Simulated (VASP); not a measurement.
Level of theory: PBEsol GGA, VASP's PBE PAW potentials (set 64) (plane waves; VASP).

The input files of a VASP run:

**POSCAR**
```
CoSi2(111) slab
3.756970
  0.9999998962   0.0000000000   0.0000000000
 -0.4999999481   0.8660253258   0.0000000000
  0.0000000000   0.0000000000   6.4071767858
Si Co
6 3
Cartesian
  0.5000004481   0.2886748199   2.1930604049
 -0.0000005000   0.5773505059   2.9840964377
  0.0000000000   0.0000000000   2.5907094451
  0.0000000000   0.0000000000   3.8164673407
  0.5000004481   0.2886748199   3.4230803481
 -0.0000005000   0.5773505059   4.2141163809
 -0.0000005000   0.5773505059   2.3735329584
  0.0000000000   0.0000000000   3.2035883929
  0.5000004481   0.2886748199   4.0336438274
```

### INCAR
```
# general
SYSTEM =CoSi2(111) slab
PREC   =Normal
ENCUT  =400   # plane-wave cut-off (eV)
LREAL  =.FALSE.
LASPH  =.TRUE.

# electronic loop
EDIFF  =1E-6   # SCF stop (eV)
NELM   =100   # most electronic steps
NELMIN =4
ALGO   =Normal   # blocked Davidson
LMAXMIX=4   # l cut-off of mixed one-centre charges

# smearing
ISMEAR =1
SIGMA  =0.1   # width (eV)

# functional
GGA    =PS   # PBEsol

# output
LWAVE  =.FALSE.
LCHARG =.FALSE.
LORBIT =11   # lm-projected
LVHAR  =.TRUE.

# other
LDIPOL =.TRUE.
IDIPOL =3
DIPOL  =0.5 0.5 0.5
```

**KPOINTS**
```
Automatic
0
Gamma
  9 9 1
```

POTCAR, in this order: Si Co (PBE.64 set). Program: vasp_std. Read from the step before: WAVECAR.

Q: Estimate the energy per atom (σ→0), band gap (on the k-mesh).

A: 
The energy per atom (σ→0) is -6.692 eV/atom and the band gap (on the k-mesh) is none (metal, semimetal or under 0.01 eV).

OSZICAR:
```
       N       E                     dE             d eps       ncg     rms          rms(c)
DAV:   1    -0.602334736354E+02   -0.60233E+02   -0.28388E-04  1156   0.322E-01    0.785E-02
DAV:   2    -0.602348251836E+02   -0.13515E-02   -0.83640E-03  1148   0.183E+00    0.377E-01
DAV:   3    -0.602333840665E+02    0.14411E-02   -0.53571E-03  1106   0.152E+00    0.156E-02
DAV:   4    -0.602334072299E+02   -0.23163E-04   -0.15357E-04   824   0.808E-02    0.510E-03
DAV:   5    -0.602334085683E+02   -0.13384E-05   -0.43128E-06   820   0.186E-02    0.390E-03
DAV:   6    -0.602334085300E+02    0.38232E-07   -0.50917E-07   492   0.137E-02
   1 F= -.60233409E+02 E0= -.60232424E+02  d E =-.295456E-02
```

The cell is a thin slab with vacuum, built from CoSi2 (fluorite): (111) face. The run is not spin-polarised, so no magnetic state was tried.
